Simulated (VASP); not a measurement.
Here is the system:

```
Zn2SSe
1.0
    3.88879     0.00000     0.00000
    0.00000     3.88879     0.00000
    0.00000     0.00000     5.48388
Zn Se S
2 1 1
Direct
  0.50000   0.00000   0.76322
  0.00000   0.50000   0.23678
  0.00000   0.00000   0.50000
  0.50000   0.50000   0.00000
```

Level of theory: PBEsol GGA with spin-orbit coupling, VASP's PBE PAW potentials (set 64) (plane waves; VASP). Numerical set-up: 400 eV cut-off, 5×5×4 Γ-centred mesh, Gaussian smearing of 0.050 eV, potentials Zn Se S.

Task: Give the energies of bands 29 to 42 at the high-symmetry points, in eV from the valence-band maximum.

Result: 
```
band      Γ      X      M      Z      R      A
----  -----  -----  -----  -----  -----  -----
29    -2.47  -2.82  -2.67  -1.80  -1.42  -3.11
30    -2.47  -2.82  -2.67  -1.80  -1.42  -3.11
31    -0.27  -2.74  -2.50  -1.79  -1.13  -3.06
32    -0.27  -2.74  -2.50  -1.79  -1.13  -3.06
33    -0.05  -1.46  -2.38  -1.19  -0.99  -2.97
34    -0.05  -1.46  -2.38  -1.19  -0.99  -2.97
35     0.00  -0.73  -2.20  -1.01  -0.64  -2.88
36     0.00  -0.73  -2.20  -1.01  -0.64  -2.88
37     1.47   4.06   2.61   3.77   2.58   5.28
38     1.47   4.06   2.61   3.77   2.58   5.28
39     2.88   4.55   3.08   3.80   2.84   5.38
40     2.88   4.55   3.08   3.80   2.84   5.38
41     3.48   5.92   3.52   4.18   6.25   5.66
42     3.48   5.92   3.52   4.18   6.25   5.66
```

The gap is direct, 1.47 eV, from the valence maximum at Γ to the conduction minimum at Γ.

The structure comes from a computed database's Zn2SeS entry (P-4m2); how it stands against other phases isn't given here. It was relaxed first.
